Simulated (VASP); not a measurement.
```
CELL_PARAMETERS angstrom
      4.06940     0.00000     0.00000
      0.00000     4.06940     0.00000
      0.00000     0.00000     4.06940
ATOMIC_POSITIONS crystal
  Ba 0.50000 0.50000 0.50000
  Ti 0.00000 0.00000 0.00000
  O  0.50000 0.00000 0.00000
  O  0.00000 0.50000 0.00000
  O  0.00000 0.00000 0.50000
```

Computed with PBE GGA, VASP's PBE PAW potentials (set 64) (plane waves; VASP). Numerical set-up: 400 eV cut-off, 4×4×4 Γ-centred mesh, Gaussian smearing of 0.010 eV, potentials Ba_sv Ti_sv O.

At this cut-off the stress carries a Pulay error, which pulls relaxed volumes low. Unless said otherwise, spin-orbit coupling is left out, though it shifts the bands of the heavy elements here.

Question: Predict the energy per atom (σ→0), pressure, band gap (on the k-mesh) with the smallest direct gap where there is one.

Answer: 
The band gap (on the k-mesh) is 1.63 eV and the smallest direct gap (on the k-mesh) is 1.83 eV. The energy per atom (σ→0) comes out as -7.998 eV/atom. The pressure is -8.73 GPa.

The absolute energy has meaning only against runs of the same code, potentials and settings.

The structure comes from a computed database's BaTiO3 entry; how it stands against other phases isn't given here. The cell was not relaxed at this level.
